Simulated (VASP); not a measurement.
OSZICAR of a VASP run on ZnS (zinc blende):

### OSZICAR
```
       N       E                     dE             d eps       ncg     rms          rms(c)
DAV:   1     0.773782383091E+02    0.77378E+02   -0.80336E+03   754   0.140E+03
DAV:   2    -0.351539208339E+01   -0.80894E+02   -0.77889E+02   814   0.256E+02
DAV:   3    -0.858414822451E+01   -0.50688E+01   -0.50482E+01   954   0.682E+01
DAV:   4    -0.864353227338E+01   -0.59384E-01   -0.59371E-01   829   0.788E+00
DAV:   5    -0.864447170986E+01   -0.93944E-03   -0.93941E-03   904   0.975E-01    0.791E+00
DAV:   6    -0.823923450961E+01    0.40524E+00   -0.98517E-01  1092   0.388E+01    0.600E+00
DAV:   7    -0.821316182898E+01    0.26073E-01   -0.33901E-01   794   0.632E+00    0.280E+00
DAV:   8    -0.820718781723E+01    0.59740E-02   -0.59552E-03   934   0.108E+00    0.706E-01
DAV:   9    -0.820656481300E+01    0.62300E-03   -0.11528E-03   849   0.358E-01    0.107E-01
DAV:  10    -0.820658441066E+01   -0.19598E-04   -0.89841E-05   829   0.118E-01    0.475E-02
DAV:  11    -0.820658131534E+01    0.30953E-05   -0.75509E-06  1066   0.792E-02    0.530E-03
DAV:  12    -0.820658142724E+01   -0.11190E-06   -0.13803E-06   475   0.101E-02
   1 F= -.82065814E+01 E0= -.82065814E+01  d E =-.820658E+01
```

### Question
Which electronic solver shows in the log?

### Answer
It is blocked Davidson (ALGO = Normal, or the opening steps of other solvers). The INCAR had ALGO = Normal.

### Question
Can the final energy be trusted as converged?

### Answer
Self-consistency was reached. It stopped with EDIFF = 1E-6, NELM = 100, NSW = 60 and EDIFFG = -0.01 after 1 ionic step (LDA (Ceperley-Alder, Perdew-Zunger), plane waves, VASP's LDA PAW potentials (set 64)).

The compound is ZnS in the zinc blende structure. It was relaxed first, which changed the volume by -6 %. The start is the result of an earlier pass.
